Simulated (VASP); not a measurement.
The cell holds one MgS (rock salt) (110) slab, with vacuum along c, ions free to move until forces fall under 0.03 eV/Å, no reconstruction beyond this cell, dipole correction on. Ionisation potential and electron affinity count from the cell's own band edges, surface states included.

Here is the system:

```
MgS
1.0
    3.66109     0.00000     0.00000
    0.00000     5.17756     0.00000
    0.00000     0.00000    25.91854
Mg S
6 6
Cartesian
  0.00000   0.00000   8.64125
  1.83054   2.58878  10.01282
  0.00000   0.00000  12.16160
  1.83054   2.58878  13.75693
  0.00000   0.00000  15.90572
  1.83054   2.58878  17.27729
  1.83054   0.00000  10.25412
  0.00000   2.58878   8.30330
  1.83054   0.00000  13.91566
  0.00000   2.58878  12.00288
  1.83054   0.00000  17.61524
  0.00000   2.58878  15.66441
```

Computed with PBEsol GGA, VASP's PBE PAW potentials (set 64) (plane waves; VASP). Run with 400 eV cut-off, 6×4×1 Γ-centred mesh, Gaussian smearing of 0.050 eV, potentials Mg S.

Slab and bulk use different k-meshes, so the surface energy is good to a few per cent at best.

Predict its surface energy, ionisation potential, electron affinity, band gap (on the k-mesh).

```json
{
 "surface_energy": "63 meV/Å^2",
 "ionisation_potential": "5.12 eV",
 "electron_affinity": "3.37 eV",
 "band gap (on the k-mesh)": "1.75 eV"
}
```

The cell is a thin slab with vacuum, built from MgS (rock salt): (110) face.
